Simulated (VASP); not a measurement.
Output of a VASP run:

File OSZICAR:
```
       N       E                     dE             d eps       ncg     rms          rms(c)
DAV:   1     0.309716611661E+03    0.30972E+03   -0.18164E+04   512   0.449E+02
DAV:   2     0.195914202518E+02   -0.29013E+03   -0.28664E+03   498   0.162E+02
DAV:   3     0.463076033734E+01   -0.14961E+02   -0.14743E+02   480   0.391E+01
DAV:   4     0.444345119732E+01   -0.18731E+00   -0.18695E+00   504   0.432E+00
DAV:   5     0.444103477963E+01   -0.24164E-02   -0.24156E-02   477   0.445E-01    0.741E+01
DAV:   6     0.182817845458E+02    0.13841E+02   -0.55890E+01   432   0.245E+01    0.288E+01
DAV:   7     0.195169335166E+02    0.12351E+01   -0.61879E+00   455   0.847E+00    0.103E+01
DAV:   8     0.194979648077E+02   -0.18969E-01   -0.66781E-01   434   0.274E+00    0.195E+00
DAV:   9     0.194923440777E+02   -0.56207E-02   -0.29203E-02   485   0.612E-01    0.691E-01
DAV:  10     0.194934049075E+02    0.10608E-02   -0.83074E-03   456   0.316E-01    0.194E-01
DAV:  11     0.194933703282E+02   -0.34579E-04   -0.11124E-03   445   0.110E-01    0.378E-02
DAV:  12     0.194933497516E+02   -0.20577E-04   -0.69408E-05   445   0.304E-02    0.244E-02
DAV:  13     0.194933473869E+02   -0.23647E-05   -0.11843E-05   501   0.109E-02    0.512E-03
DAV:  14     0.194933468078E+02   -0.57905E-06   -0.14493E-06   309   0.442E-03
   1 F= 0.19493347E+02 E0= 0.19493347E+02  d E =-.102236E-11
```

OUTCAR:
```
------------------------ aborting loop because EDIFF is reached ----------------------------------------
  FORCE on cell =-STRESS in cart. coord.  units (eV):
  Direction    XX          YY          ZZ          XY          YZ          ZX
  --------------------------------------------------------------------------------------
  Total     -385.1238757   -385.1238757   -385.1238757     -0.0000000     -0.0000000      0.0000000
  in kB    -1656.4655984  -1656.4655984  -1656.4655984     -0.0000000     -0.0000000      0.0000000
  external PRESSURE =   -1656.4655984 kB  Pullay stress =       0.0000000 kB
  volume of cell :      372.50
      direct lattice vectors                 reciprocal lattice vectors
     0.000000000  5.710834000  5.710834000    -0.087552886  0.087552886  0.087552886
     5.710834000  0.000000000  5.710834000     0.087552886 -0.087552886  0.087552886
     5.710834000  5.710834000  0.000000000     0.087552886  0.087552886 -0.087552886
 POSITION                                       TOTAL-FORCE (eV/Angst)
 -----------------------------------------------------------------------------------
      8.56625      8.56625      8.56625         0.000000      0.000000     -0.000000
      2.85542      2.85542      2.85542         0.000000      0.000000      0.000000
      5.71083      5.71083      5.71083         0.000000      0.000000      0.000000
      0.00000      0.00000      0.00000         0.000000      0.000000      0.000000
      2.86467      5.71083      5.71083        -0.222439      0.000000      0.000000
      8.55700      5.71083      5.71083         0.222439      0.000000      0.000000
      5.71083      2.86467      5.71083         0.000000     -0.222439      0.000000
      5.71083      8.55700      5.71083         0.000000      0.222439      0.000000
      5.71083      5.71083      2.86467         0.000000      0.000000     -0.222439
      5.71083      5.71083      8.55700         0.000000      0.000000      0.222439
 -----------------------------------------------------------------------------------
    total drift:                                0.000000     -0.000000      0.000000
  FREE ENERGIE OF THE ION-ELECTRON SYSTEM (eV)
  ---------------------------------------------------
  free  energy   TOTEN  =        19.4933468078 eV

  energy  without entropy=       19.4933468078  energy(sigma->0) =       19.49334681
```
(Selected blocks of OUTCAR.)

### POSCAR
```
Cs2AgBiBr6
1
    0.0000000000     5.7108340000     5.7108340000
    5.7108340000     0.0000000000     5.7108340000
    5.7108340000     5.7108340000     0.0000000000
Cs Ag Bi Br
2 1 1 6
Direct
  0.7500000000   0.7500000000   0.7500000000
  0.2500000000   0.2500000000   0.2500000000
  0.5000000000   0.5000000000   0.5000000000
  0.0000000000   0.0000000000   0.0000000000
  0.7491900000   0.2508100000   0.2508100000
  0.2508100000   0.7491900000   0.7491900000
  0.2508100000   0.7491900000   0.2508100000
  0.7491900000   0.2508100000   0.7491900000
  0.2508100000   0.2508100000   0.7491900000
  0.7491900000   0.7491900000   0.2508100000
```

Task: Reconstruct the remaining input files.

Result: Several could match; the one computed here: the input of the run itself, PBE GGA, plane waves, VASP's PBE PAW potentials (set 64).

### KPOINTS
```
Automatic mesh
0
Gamma
3 3 3
0 0 0
```

### INCAR
```
# general
SYSTEM  = Cs2AgBiBr6
PREC    = Accurate
ENCUT   = 120
LREAL   = F   # projection in real space or not
LASPH   = T   # aspherical one-centre terms

# electronic loop
EDIFF   = 1E-6
NELM    = 100   # most electronic steps
ALGO    = Normal   # blocked Davidson
LMAXMIX = 4

# smearing
ISMEAR  = 0   # Gaussian
SIGMA   = 0.02   # width (eV)

# functional
GGA     = PE

# ions
ISIF    = 2   # forces and stress, cell fixed

# output
LWAVE   = F
LCHARG  = F
```

POTCAR, in this order: Cs_sv Ag Bi_d Br (PBE.64 set). Program: vasp_std.

At this cut-off the stress carries a Pulay error, which pulls relaxed volumes low.

The structure comes from a computed database's Cs2AgBiBr6 entry; how it stands against other phases isn't given here. The cell was not relaxed at this level. The run is one of a series of settings (ENCUT = 120 against the base run), some of them coarse on purpose.
